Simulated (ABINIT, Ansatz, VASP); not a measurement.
CaSnF6 (Fm-3m, 8 atoms in the cell) computed with different codes at matched settings

Self-consistent single point.

```yaml
crystal:
  lattice:
    - [0.00000, 4.21892, 4.21892]
    - [4.21892, 0.00000, 4.21892]
    - [4.21892, 4.21892, 0.00000]
  atoms:
    - { symbol: Ca, position: [0.00000, 0.00000, 0.00000] }
    - { symbol: Sn, position: [0.50000, 0.50000, 0.50000] }
    - { symbol: F, position: [0.73394, 0.73394, 0.26606] }
    - { symbol: F, position: [0.26606, 0.26606, 0.73394] }
    - { symbol: F, position: [0.26606, 0.73394, 0.73394] }
    - { symbol: F, position: [0.73394, 0.26606, 0.26606] }
    - { symbol: F, position: [0.73394, 0.26606, 0.73394] }
    - { symbol: F, position: [0.26606, 0.73394, 0.26606] }
```

All programs got the same cell, k-point mesh and kind of occupations (in Ansatz's words: kpoints.mp_grid.grid = 5 5 5; scf.occupations.method = fermi_dirac; scf.occupations.width = 0.0037 Ry); potentials, basis and cutoffs are each program's usual ones.

| code | model | pressure (GPa) | largest force (eV/Å) | gap on the mesh (eV) | cutoff |
|---|---|---|---|---|---|
| ABINIT | PBEsol, norm-conserving pseudopotentials (PseudoDojo nc-sr-04 PBEsol standard) | -0.15 | 0.091 | 5.639 | 42 Ha |
| VASP | PBEsol, VASP's PBE PAW potentials (set 64) | -6.84 | 0.142 | 5.657 | 400 eV |
| Ansatz | PBEsol, PAW files made with PBE | -0.40 | 0.071 | 5.662 | default |

Gaps are read on the mesh.

The spread over the programs that give each value: pressure within 6.69 GPa; largest force within 0.071 eV/Å; gap on the mesh within 0.023 eV.

The starting cell comes from a database of computed structures (which also holds hypothetical and non-ambient phases and stackings), without a prior relaxation at this level.

Problem. Why do the programs differ, and what cannot be compared?

Solution. Differences of this kind can come from the potentials, where these differ, and from what each basis and cutoff leave unconverged. The zero of total energies and Fermi levels follows the potentials and each program's conventions, so they are not compared here. Ansatz's pressure is given at a fixed set of plane waves, as the other plane-wave codes print theirs; with its correction for the finite basis it is -0.11 GPa (the shift of 0.29 GPa shows how far the cutoff is from converged). Ansatz's smearing width was typed in Ry to four decimals, so it matches the others to a few per cent. In the pressure, VASP (by 6.43) lies more than 1 GPa from the median of the plane-wave programs.

VASP's run is marked for a possible Pulay error in its stress at this cutoff; no cutoff test was made.

Left out of this page: Quantum ESPRESSO, CP2K, FLEUR and SIESTA (not drawn, or without a comparable value); GPAW (failed or unconverged).

Ansatz is an electronic-structure program.

Keys are those of Ansatz 0.2.
